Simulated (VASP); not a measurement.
# A VASP study of MgSc2Se4 (PBEsol): structure first, properties next, part 2 of 2

Aim: relax MgSc2Se4, then compute properties on the relaxed cell. The start is a computed cell from the Materials Project.

VASP 6.6.1; PBEsol; plane waves and PAW (Mg, Sc_sv, Se).

So far, gap on the k-mesh (eV): 0.993 in steps 2, 3 and 4.

## Step 6: Total and projected DOS (PBEsol)

Here the states are counted by energy and projected on the atoms. The mesh is finer than in the run before.

INCAR reads:

```
SYSTEM = MgSc2Se4
PREC = Accurate
ENCUT = 400
EDIFF = 1E-06
NELM = 100
ISMEAR = -5
SIGMA = 0.05
LREAL = .FALSE.
ALGO = Normal
GGA = PS
NBANDS = 80
LASPH = .TRUE.
LORBIT = 11
LWAVE = .FALSE.
LCHARG = .FALSE.
KPAR = 8
NEDOS = 2001
```

POSCAR reads:

```
MgSc2Se4
1.0
    0.0000000000      5.5479961736      5.5479961736
    5.5479961736      0.0000000000      5.5479961736
    5.5479961736      5.5479961736      0.0000000000
Mg Sc Se
2 4 8
Direct
    0.2500000000      0.2500000000      0.2500000000
    0.0000000000      0.0000000000      0.0000000000
    0.1250000000      0.6250000000      0.6250000000
    0.6250000000      0.1250000000      0.6250000000
    0.6250000000      0.6250000000      0.1250000000
    0.6250000000      0.6250000000      0.6250000000
    0.8515504643      0.3828165152      0.3828165152
    0.3828165152      0.8515504643      0.3828165152
    0.3828165152      0.3828165152      0.8515504643
    0.3828165152      0.3828165152      0.3828165152
    0.3984495357      0.8671834848      0.8671834848
    0.8671834848      0.3984495357      0.8671834848
    0.8671834848      0.8671834848      0.3984495357
    0.8671834848      0.8671834848      0.8671834848
```

KPOINTS reads:

```
Automatic mesh
0
Gamma
5 5 5
0 0 0
```

Potentials, in the order of the species: Mg, Sc_sv and Se (PBE family, release 64).

Command:

```sh
mpirun -np 8 vasp_std
```

Wall time 81 s (8 MPI ranks of AMD EPYC 7R43, shared host); peak memory 3.4 GiB.

Numbers from this step:

* irreducible k-points: 10
* free energy (TOTEN): -82.6518 eV
* Fermi energy: 2.477 eV
* pressure: -0.007556 GPa
* gap on the k-mesh: 0.9935 eV
* least direct gap on the k-mesh: 0.9935 eV

The density of states has structure finer than the step of the table below, so its rows give means over 0.5 eV, whole bins alone (the curve runs from -12.0 to 2.57 eV). Peaks (eV: height): total -11.70: 43.1, -3.07: 19.9, -1.56: 31.2, 2.38: 23.4; Se p -3.07: 7.21, -2.41: 7.44, -1.56: 13.4, -1.00: 9.63; Sc d -1.56: 4.68, 2.38: 16.3; Sc p -11.70: 0.471, -3.07: 0.581, -1.94: 0.521, -1.00: 0.616; Sc s -3.54: 0.885, -3.07: 0.309, -2.41: 0.243.

States under -12.0 eV and over 2.6 eV are left out. The density of states by energy, zero at the valence-band top; means over each step; values in states/eV/cell:

| energy (eV) | total | Se p | Sc d | Sc p | Sc s | Mg p | Se s |
| --- | --- | --- | --- | --- | --- | --- | --- |
| -11.5 | 14.7 | 0.00356 | 0.175 | 0.139 | 0.0106 | 0.0271 | 10.7 |
| -11.0 | 0 | 0 | 0 | 0 | 0 | 0 | 0 |
| -10.5 | 0 | 0 | 0 | 0 | 0 | 0 | 0 |
| -10.0 | 0 | 0 | 0 | 0 | 0 | 0 | 0 |
| -9.5 | 0 | 0 | 0 | 0 | 0 | 0 | 0 |
| -9.0 | 0 | 0 | 0 | 0 | 0 | 0 | 0 |
| -8.5 | 0 | 0 | 0 | 0 | 0 | 0 | 0 |
| -8.0 | 0 | 0 | 0 | 0 | 0 | 0 | 0 |
| -7.5 | 0 | 0 | 0 | 0 | 0 | 0 | 0 |
| -7.0 | 0 | 0 | 0 | 0 | 0 | 0 | 0 |
| -6.5 | 0 | 0 | 0 | 0 | 0 | 0 | 0 |
| -6.0 | 0 | 0 | 0 | 0 | 0 | 0 | 0 |
| -5.5 | 0 | 0 | 0 | 0 | 0 | 0 | 0 |
| -5.0 | 0.0656 | 0.0203 | 0.00279 | 8.6e-5 | 0.00268 | 5.8e-5 | 2.9e-4 |
| -4.5 | 1.39 | 0.446 | 0.0595 | 0.00861 | 0.0490 | 0.00479 | 0.0116 |
| -4.0 | 7.19 | 2.42 | 0.260 | 0.105 | 0.222 | 0.0317 | 0.0609 |
| -3.5 | 10.3 | 3.60 | 0.417 | 0.0733 | 0.587 | 0.0599 | 0.113 |
| -3.0 | 10.9 | 4.00 | 0.519 | 0.301 | 0.194 | 0.0418 | 0.0886 |
| -2.5 | 10.8 | 4.20 | 0.923 | 0.210 | 0.132 | 0.0621 | 0.0686 |
| -2.0 | 18.2 | 7.68 | 1.87 | 0.369 | 0.104 | 0.146 | 0.0395 |
| -1.5 | 18.2 | 7.89 | 2.56 | 0.233 | 0.0590 | 0.0683 | 0.0513 |
| -1.0 | 11.5 | 5.56 | 0.627 | 0.330 | 0.0661 | 0.0431 | 0.0293 |
| -0.5 | 6.58 | 3.42 | 0.284 | 0.157 | 0.0140 | 0.0346 | 0.0113 |
| 0.0 | 0.828 | 0.463 | 0.0232 | 0.0176 | 4.1e-4 | 0.00276 | 7.5e-4 |
| 0.5 | 0 | 0 | 0 | 0 | 0 | 0 | 0 |
| 1.0 | 0.121 | 0.00318 | 0.0586 | 6.4e-5 | 9.6e-4 | 4.3e-4 | 5.3e-4 |
| 1.5 | 3.68 | 0.144 | 2.14 | 0.00660 | 0.0282 | 0.0143 | 0.00830 |
| 2.0 | 11.5 | 0.465 | 7.47 | 0.0232 | 0.0603 | 0.0513 | 0.0312 |

The gap on this mesh is 0.99 eV. In the top eV of the valence band the largest shares in the PAW spheres are Se p 51 %. The rest lies in smaller channels or between the spheres.

## Step 7: Field gradients at the nuclei (PBEsol)

Field gradients probe how far the charge around each nucleus departs from cubic symmetry; LASPH keeps the non-spherical terms inside the spheres.

INCAR reads:

```
SYSTEM = MgSc2Se4
PREC = Accurate
ENCUT = 400
EDIFF = 1E-07
NELM = 100
ISMEAR = 0
SIGMA = 0.05
LREAL = .FALSE.
ALGO = Normal
GGA = PS
NBANDS = 62
LASPH = .TRUE.
LORBIT = 11
LWAVE = .FALSE.
LCHARG = .FALSE.
KPAR = 8
LEFG = .TRUE.
```

POSCAR is that of step 6.

KPOINTS reads:

```
Automatic mesh
0
Gamma
4 4 4
0 0 0
```

Command:

```sh
mpirun -np 8 vasp_std
```

Run time: 77 s. Hardware: 8 MPI ranks; peak memory 3.2 GiB.

Numbers from this step:

```yaml
scf_cycles: 20
bands: 62
irreducible_k_points: 8
free_energy_toten: -82.6491 eV
fermi_energy: 2.683 eV
pressure: -0.005549 GPa
gap_on_the_k_mesh: 0.9929 eV
least_direct_gap_on_the_k_mesh: 0.9929 eV
```

Electric field gradients, by row:

| atom | Vxx (V/Å²) | Vyy (V/Å²) | Vzz (V/Å²) | asymmetry |
| --- | --- | --- | --- | --- |
| Mg1 | 0 | 0 | 0 | - |
| Mg2 | 0 | 0 | 0 | - |
| Sc3 | -1.517 | -1.515 | 3.032 | 0.001 |
| Sc4 | -1.517 | -1.515 | 3.032 | 0.001 |
| Sc5 | -1.517 | -1.515 | 3.032 | 0.001 |
| Sc6 | -1.518 | -1.518 | 3.035 | 0 |
| Se7 | -18.98 | -18.98 | 37.95 | 0 |
| Se8 | -18.98 | -18.98 | 37.95 | 0 |
| Se9 | -18.98 | -18.98 | 37.95 | 0 |
| Se10 | -18.98 | -18.98 | 37.95 | 0 |
| Se11 | -18.98 | -18.98 | 37.95 | 0 |
| Se12 | -18.98 | -18.98 | 37.95 | 0 |
| Se13 | -18.98 | -18.98 | 37.95 | 0 |
| Se14 | -18.98 | -18.98 | 37.95 | 0 |

The largest gradient, 37.95 V/Å², sits on Se7 and like sites; the stable nuclei of Se have no quadrupole moment in their ground state, so NMR and NQR don't see it.

## Step 8: Optical spectrum (PBEsol)

LOPTICS sums transitions from filled to empty bands. The mesh is finer than in the run before. NBANDS is raised for it.

INCAR reads:

```
SYSTEM = MgSc2Se4
PREC = Accurate
ENCUT = 400
EDIFF = 1E-06
NELM = 100
ISMEAR = 0
SIGMA = 0.05
LREAL = .FALSE.
ALGO = Normal
GGA = PS
NBANDS = 160
LASPH = .TRUE.
LORBIT = 11
LWAVE = .FALSE.
LCHARG = .FALSE.
KPAR = 8
LOPTICS = .TRUE.
NEDOS = 1500
CSHIFT = 0.1
```

POSCAR is that of step 7.

KPOINTS reads:

```
Automatic mesh
0
Gamma
5 5 5
0 0 0
```

Command:

```sh
mpirun -np 8 vasp_std
```

The job ended after 3.1 min (8 MPI ranks; peak memory 5.1 GiB; 25 min of CPU time).

These are independent-particle spectra without excitons or local fields, and fine structure depends on the mesh and on CSHIFT.

This step gave:

```yaml
scf_cycles: 15
bands: 160
irreducible_k_points: 10
free_energy_toten: -82.6518 eV
fermi_energy: 2.673 eV
pressure: -0.007316 GPa
gap_on_the_k_mesh: 0.9933 eV
least_direct_gap_on_the_k_mesh: 0.9933 eV
```

The imaginary dielectric function, xx has structure finer than the step of the table below, so its rows give means over 1 eV, whole bins alone (the curve runs from 0 to 25.0 eV). Peaks (eV: height): 2.4: 9.78, 4.4: 10.7.

The imaginary dielectric function, xx by photon energy; means over each step:

| photon energy (eV) | imaginary dielectric function, xx |
| --- | --- |
| 1 | 0.272 |
| 2 | 4.20 |
| 3 | 6.67 |
| 4 | 8.07 |
| 5 | 8.59 |
| 6 | 6.39 |
| 7 | 4.56 |
| 8 | 4.32 |
| 9 | 3.84 |
| 10 | 3.12 |
| 11 | 2.30 |
| 12 | 1.66 |
| 13 | 1.09 |
| 14 | 0.819 |
| 15 | 0.633 |
| 16 | 0.448 |
| 17 | 0.355 |
| 18 | 0.311 |
| 19 | 0.276 |
| 20 | 0.213 |
| 21 | 0.154 |
| 22 | 0.124 |
| 23 | 0.0985 |
| 24 | 0.0580 |

The real dielectric function, xx by photon energy:

| photon energy (eV) | real dielectric function, xx |
| --- | --- |
| 0 | 8.65 |
| 1 | 9.38 |
| 2 | 13.2 |
| 3 | 5.70 |
| 4 | 7.97 |
| 5 | 1.41 |
| 6 | -1.35 |
| 7 | 0.514 |
| 8 | -0.622 |
| 9 | -0.102 |
| 10 | -1.37 |
| 11 | -1.05 |
| 12 | -1.20 |
| 13 | -0.948 |
| 14 | -0.554 |
| 15 | -0.466 |
| 16 | -0.193 |
| 17 | 0.00311 |
| 18 | 0.135 |
| 19 | 0.197 |
| 20 | 0.273 |
| 21 | 0.356 |
| 22 | 0.451 |
| 23 | 0.498 |
| 24 | 0.572 |

The mean of ε2 over directions passes 5 % of its top at 1.44 eV, against a least direct gap of 0.99 eV on this mesh, so the first direct transitions are weak, forbidden or few.

## Step 9: Volume scan with PBEsol, volume scale 0.94

An equation of state needs energies on both sides of the minimum, all on one mesh and cutoff.

Changes to INCAR since step 8:

```diff
@@ -10,3 +10,3 @@
 GGA = PS
-NBANDS = 160
+NBANDS = 62
 LASPH = .TRUE.
@@ -16,4 +16,2 @@
 KPAR = 8
-LOPTICS = .TRUE.
-NEDOS = 1500
-CSHIFT = 0.1
+ISIF = 2
```

Changes to POSCAR since step 8:

```diff
@@ -2,5 +2,5 @@
 1.0
-    0.0000000000      5.5479961736      5.5479961736
-    5.5479961736      0.0000000000      5.5479961736
-    5.5479961736      5.5479961736      0.0000000000
+    0.0000000000      5.4347399829      5.4347399829
+    5.4347399829      0.0000000000      5.4347399829
+    5.4347399829      5.4347399829      0.0000000000
 Mg Sc Se
```

KPOINTS reads:

```
Automatic mesh
0
Gamma
4 4 4
0 0 0
```

Command:

```sh
mpirun -np 8 vasp_std
```

Elapsed: 38 s, on 8 MPI ranks; peak memory 3 GiB; 4.9 min of CPU time.

The scan keeps the cell's shape and the fractional positions fixed.

This step gave:

```yaml
scf_cycles: 16
bands: 62
irreducible_k_points: 8
free_energy_toten: -82.3576 eV
fermi_energy: 3.223 eV
pressure: 4.671 GPa
gap_on_the_k_mesh: 0.9156 eV
least_direct_gap_on_the_k_mesh: 0.9156 eV
```

Force by atom:

| atom | x (eV/Å) | y (eV/Å) | z (eV/Å) | size |
| --- | --- | --- | --- | --- |
| Mg1 | 0.000 | 0.000 | 0.000 | 0.000 |
| Mg2 | 0.000 | 0.000 | 0.000 | 0.000 |
| Sc3 | 0.000 | 0.000 | 0.000 | 0.000 |
| Sc4 | 0.000 | 0.000 | 0.000 | 0.000 |
| Sc5 | 0.000 | 0.000 | 0.000 | 0.000 |
| Sc6 | 0.000 | 0.000 | 0.000 | 0.000 |
| Se7 | -0.148 | 0.148 | 0.148 | 0.256 |
| Se8 | 0.148 | -0.148 | 0.148 | 0.256 |
| Se9 | 0.148 | 0.148 | -0.148 | 0.256 |
| Se10 | -0.148 | -0.148 | -0.148 | 0.256 |
| Se11 | 0.148 | -0.148 | -0.148 | 0.256 |
| Se12 | -0.148 | 0.148 | -0.148 | 0.256 |
| Se13 | -0.148 | -0.148 | 0.148 | 0.256 |
| Se14 | 0.148 | 0.148 | 0.148 | 0.256 |

The pressure here is 4.67 GPa.

## Step 10: Volume scan with PBEsol, volume scale 0.96

INCAR is that of step 9.

Changes to POSCAR since step 9:

```diff
@@ -2,5 +2,5 @@
 1.0
-    0.0000000000      5.4347399829      5.4347399829
-    5.4347399829      0.0000000000      5.4347399829
-    5.4347399829      5.4347399829      0.0000000000
+    0.0000000000      5.4730140607      5.4730140607
+    5.4730140607      0.0000000000      5.4730140607
+    5.4730140607      5.4730140607      0.0000000000
 Mg Sc Se
```

KPOINTS is that of step 9.

Command:

```sh
mpirun -np 8 vasp_std
```

It took 43 s on 8 MPI ranks; peak memory 3 GiB.

This step gave:

```
SCF cycles                     : 17
free energy (TOTEN)            : -82.5223 eV
Fermi energy                   : 3.125 eV
pressure                       : 2.953 GPa
gap on the k-mesh              : 0.9444 eV
least direct gap on the k-mesh : 0.9444 eV
```

Force by atom:

| atom | x (eV/Å) | y (eV/Å) | z (eV/Å) | size |
| --- | --- | --- | --- | --- |
| Mg1 | 0.000 | 0.000 | 0.000 | 0.000 |
| Mg2 | 0.000 | 0.000 | 0.000 | 0.000 |
| Sc3 | 0.000 | 0.000 | 0.000 | 0.000 |
| Sc4 | 0.000 | 0.000 | 0.000 | 0.000 |
| Sc5 | 0.000 | 0.000 | 0.000 | 0.000 |
| Sc6 | 0.000 | 0.000 | 0.000 | 0.000 |
| Se7 | -0.095 | 0.095 | 0.095 | 0.164 |
| Se8 | 0.095 | -0.095 | 0.095 | 0.164 |
| Se9 | 0.095 | 0.095 | -0.095 | 0.164 |
| Se10 | -0.095 | -0.095 | -0.095 | 0.164 |
| Se11 | 0.095 | -0.095 | -0.095 | 0.164 |
| Se12 | -0.095 | 0.095 | -0.095 | 0.164 |
| Se13 | -0.095 | -0.095 | 0.095 | 0.164 |
| Se14 | 0.095 | 0.095 | 0.095 | 0.164 |

The pressure falls from 4.67 to 2.95 GPa.

The run ends at a pressure of 2.95 GPa, with forces up to 0.16 eV/Å.

## Step 11: Volume scan with PBEsol, volume scale 0.98

INCAR is that of step 10.

Changes to POSCAR since step 10:

```diff
@@ -2,5 +2,5 @@
 1.0
-    0.0000000000      5.4730140607      5.4730140607
-    5.4730140607      0.0000000000      5.4730140607
-    5.4730140607      5.4730140607      0.0000000000
+    0.0000000000      5.5107601780      5.5107601780
+    5.5107601780      0.0000000000      5.5107601780
+    5.5107601780      5.5107601780      0.0000000000
 Mg Sc Se
```

KPOINTS is that of step 10.

Command:

```sh
mpirun -np 8 vasp_std
```

The job ended after 47 s (8 MPI ranks; peak memory 3.4 GiB; 6.2 min of CPU time).

The pressure falls from 2.95 to 1.39 GPa.

The run ends at a pressure of 1.39 GPa, with forces up to 0.078 eV/Å.

## Step 12: Volume scan with PBEsol, volume scale 1

INCAR is that of step 11.

Changes to POSCAR since step 11:

```diff
@@ -2,5 +2,5 @@
 1.0
-    0.0000000000      5.5107601780      5.5107601780
-    5.5107601780      0.0000000000      5.5107601780
-    5.5107601780      5.5107601780      0.0000000000
+    0.0000000000      5.5479961736      5.5479961736
+    5.5479961736      0.0000000000      5.5479961736
+    5.5479961736      5.5479961736      0.0000000000
 Mg Sc Se
```

KPOINTS is that of step 11.

Command:

```sh
mpirun -np 8 vasp_std
```

Elapsed: 50 s, on 8 MPI ranks; peak memory 3.2 GiB.

The pressure falls from 1.39 to -0.01 GPa.

The run ends at a pressure of -0.01 GPa, with forces up to 0.0013 eV/Å.

## Step 13: Volume scan with PBEsol, volume scale 1.02

INCAR is that of step 12.

Changes to POSCAR since step 12:

```diff
@@ -2,5 +2,5 @@
 1.0
-    0.0000000000      5.5479961736      5.5479961736
-    5.5479961736      0.0000000000      5.5479961736
-    5.5479961736      5.5479961736      0.0000000000
+    0.0000000000      5.5847389409      5.5847389409
+    5.5847389409      0.0000000000      5.5847389409
+    5.5847389409      5.5847389409      0.0000000000
 Mg Sc Se
```

KPOINTS is that of step 12.

Command:

```sh
mpirun -np 8 vasp_std
```

It took 50 s on 8 MPI ranks; peak memory 3.2 GiB.

The pressure falls from -0.01 to -1.28 GPa.

The run ends at a pressure of -1.28 GPa, with forces up to 0.076 eV/Å.

## Step 14: Volume scan with PBEsol, volume scale 1.04

INCAR is that of step 13.

Changes to POSCAR since step 13:

```diff
@@ -2,5 +2,5 @@
 1.0
-    0.0000000000      5.5847389409      5.5847389409
-    5.5847389409      0.0000000000      5.5847389409
-    5.5847389409      5.5847389409      0.0000000000
+    0.0000000000      5.6210044956      5.6210044956
+    5.6210044956      0.0000000000      5.6210044956
+    5.6210044956      5.6210044956      0.0000000000
 Mg Sc Se
```

KPOINTS is that of step 13.

Command:

```sh
mpirun -np 8 vasp_std
```

It took 70 s on 8 MPI ranks; peak memory 3.2 GiB; 9.2 min of CPU time.

The pressure falls from -1.28 to -2.42 GPa.

The run ends at a pressure of -2.42 GPa, with forces up to 0.15 eV/Å.

## Step 15: Volume scan with PBEsol, volume scale 1.06

A prediction first. A parabola through the 6 pressures of evenly scaled cells so far, P = -0.01 -66.9 t +142 t² GPa with t = ln(V/V₁) and V₁ the volume at scale 1, gives -3.43 GPa at t = +0.0583.

INCAR is that of step 14.

Changes to POSCAR since step 14:

```diff
@@ -2,5 +2,5 @@
 1.0
-    0.0000000000      5.6210044956      5.6210044956
-    5.6210044956      0.0000000000      5.6210044956
-    5.6210044956      5.6210044956      0.0000000000
+    0.0000000000      5.6568080374      5.6568080374
+    5.6568080374      0.0000000000      5.6568080374
+    5.6568080374      5.6568080374      0.0000000000
 Mg Sc Se
```

KPOINTS is that of step 14.

Command:

```sh
mpirun -np 8 vasp_std
```

Run time: 83 s. Hardware: 8 MPI ranks; peak memory 3.2 GiB; 11 min of CPU time.

The pressure falls from -2.42 to -3.45 GPa. The parabola predicted -3.43 GPa, +0.02 GPa off.

## Step 16: The series together

Times are for 8 MPI ranks of AMD EPYC 7R43, shared host. The runs compared:

| no. | volume scale | energy above the lowest point (meV/atom) | pressure (GPa) | gap on the k-mesh (eV) | time | memory (GiB) |
| --- | --- | --- | --- | --- | --- | --- |
| 1 | 0.94 | 20.82 | 4.671 | 0.9156 | 38 s | 3.0 |
| 2 | 0.96 | 9.06 | 2.953 | 0.9444 | 43 s | 3.0 |
| 3 | 0.98 | 2.28 | 1.390 | 0.9704 | 47 s | 3.4 |
| 4 | 1 | 0 | -0.007924 | 0.9929 | 50 s | 3.2 |
| 5 | 1.02 | 1.78 | -1.283 | 1.013 | 50 s | 3.2 |
| 6 | 1.04 | 7.27 | -2.422 | 1.031 | 70 s | 3.2 |
| 7 | 1.06 | 16.03 | -3.449 | 1.045 | 83 s | 3.2 |

## Step 17: Fit for PBEsol

This step: Birch-Murnaghan fit, PBEsol; plane waves and PAW (VASP 6.6.1).

No new run; the numbers come from the runs before.

Numbers from this step:

* pressure derivative of the bulk modulus: 4.084
* r.m.s. error of the fit: 5.78e-6 eV/atom
* minimum inside the sampled range: yes
* bulk modulus: 66.46 GPa
* equilibrium volume of the fit: 24.42 Å³/atom

The energy above the fitted minimum by volume:

| volume (Å³/atom) | energy above the fitted minimum (eV/atom) |
| --- | --- |
| 22.93 | 0.0208 |
| 23.42 | 0.00906 |
| 23.91 | 0.00228 |
| 24.40 | 6.3e-7 |
| 24.88 | 0.00178 |
| 25.37 | 0.00727 |
| 25.86 | 0.0160 |

The fitted volume lies +0.09 % from the relaxed one. The atoms bear forces along the scan, since they were held; freeing them would lower the modulus.

## Step 18: Outcome

```
relaxed volume                                             : 24.40 Å³/atom
relaxed conventional cell a, b, c                          : 11.096, 11.096, 11.096 Å
space group after relaxing, within 0.02 Å                  : Fd-3m (No. 227)
band gap                                                   : 0.993 eV, direct
gap among the points of the DOS mesh alone, an upper bound : 0.994 eV
largest field gradient Vzz                                 : 37.95 V/Å² on Se7
strongest peak of ε2, mean over directions                 : 4.43 eV
ε1 at zero frequency, no local fields, mean                : 8.65
bulk modulus from the fit                                  : 66.5 GPa
volume from the fit                                        : 24.4 Å³/atom
```

In words: With PBEsol, MgSc2Se4 relaxes to 24.40 Å³/atom in space group Fd-3m (held by the symmetry of the run), has a direct gap of 0.993 eV and has a bulk modulus of 66.5 GPa at fixed shape and positions, an upper bound. Bands along the symmetry lines (PBEsol): On this path the gap is direct, 0.99 eV, with the valence top at Γ and the conduction bottom at Γ. Semilocal functionals usually underestimate gaps. Spin-orbit coupling is left out; it would split some degenerate bands. No search among competing phases was made, and a listed structure need not be the one stable at ambient conditions. All values are for a static lattice at zero temperature.

[Lines on the potential files, build, host, timing and source positions are cut from VASP's logs without a mark.]

[Logs are printed without paths, hosts, clocks, repeated set-up lines and the standing remarks that a program may print on its own settings, such as how far it seeks lower states.]

[Hosts, paths, dates, database ids (printed as entryN), source tags and the programs' standing remarks are cut or masked in the printed files.]

[A measured line is paired with the nearest computed mode of its activity, which favours agreement.]
